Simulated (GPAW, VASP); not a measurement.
Given: the input of a run of VASP 6.6.1 on CsBa3. The cell comes from a database or a generator and needn't be the stable form of this composition.

File INCAR:

```
SYSTEM = CsBa3
PREC = Accurate
ENCUT = 550
EDIFF = 1E-6
ISMEAR = 0
SIGMA = 0.1
LREAL = .FALSE.
LASPH = .TRUE.
NELM = 80
ALGO = Normal
ISIF = 2
LWAVE = .FALSE.
LCHARG = .TRUE.
GGA = CA
LELF = .TRUE.
LVHAR = .TRUE.
NBANDS = 28
```

KPOINTS

```
regular mesh
0
G
  6 6 6
  0 0 0
```

Contents of POSCAR:

```
CsBa3
1.0
   -3.2464710000      3.2464710000      6.8033830000
    3.2464710000     -3.2464710000      6.8033830000
    3.2464710000      3.2464710000     -6.8033830000
Ba Cs
3 1
Direct
    0.5000000000      0.5000000000      0.0000000000
    0.2500000000      0.7500000000      0.5000000000
    0.7500000000      0.2500000000      0.5000000000
    0.0000000000      0.0000000000      0.0000000000
```

Potentials or basis: VASP PAW LDA potentials, release 64 (Ba_sv_GW, Cs_sv_GW).

Launch:

```console
$ cat potpaw_LDA.64/Ba_sv_GW/POTCAR potpaw_LDA.64/Cs_sv_GW/POTCAR > POTCAR
$ mpirun -np 1 vasp_std > vasp.out
```

Task: Translate it to GPAW 26.7.0 (ASE script). Potentials or basis there: the program's PAW data sets (release 1.2.1) made for this functional, cutoff 600 eV.

Result: As run (cutoffs and basis follow the program's own potentials, and thresholds, step limits or extra output files can differ):

run.py

```python
from ase.dft.bandgap import bandgap
from ase.io import read, write
from ase.units import GPa
from gpaw import GPAW, PW

atoms = read('POSCAR')

calc = GPAW(mode=PW(600),
            xc='LDA',
            kpts={'size': (6, 6, 6), 'gamma': True},
            occupations={'name': 'methfessel-paxton', 'order': 0, 'width': 0.1},
            nbands=33,
            convergence={'density': 1e-05, 'energy': 1e-05},
            maxiter=150,
            txt='gpaw.txt')
atoms.calc = calc
energy = atoms.get_potential_energy()
forces = atoms.get_forces()
stress = atoms.get_stress()
calc.write('gs.gpw')
write('result.traj', atoms)
print(f'Energy: {energy:.6f} eV')
print('Forces (eV/A):')
print(forces.round(4))
print('Stress (GPa):', (stress / GPa).round(3))
print('Fermi level:', round(calc.get_fermi_level(), 4), 'eV')
print(f'Gap: {bandgap(calc)[0]:.4f} eV, direct: {bandgap(calc, direct=True)[0]:.4f} eV')
```

POSCAR

```
CsBa3
1.0
   -3.2464710000      3.2464710000      6.8033830000
    3.2464710000     -3.2464710000      6.8033830000
    3.2464710000      3.2464710000     -6.8033830000
Ba Cs
3 1
Direct
    0.5000000000      0.5000000000      0.0000000000
    0.2500000000      0.7500000000      0.5000000000
    0.7500000000      0.2500000000      0.5000000000
    0.0000000000      0.0000000000      0.0000000000
```

Potentials or basis: the program's PAW data sets (release 1.2.1) made for this functional, pw.

Launch:

```bash
$ OMP_NUM_THREADS=1 python run.py
```

Both were run:

|  | VASP | GPAW |
| --- | --- | --- |
| Pressure | -1.1 GPa | -1.0 GPa |

The two programs' LDA may be different fits to the electron gas.

Pressure is positive in compression.
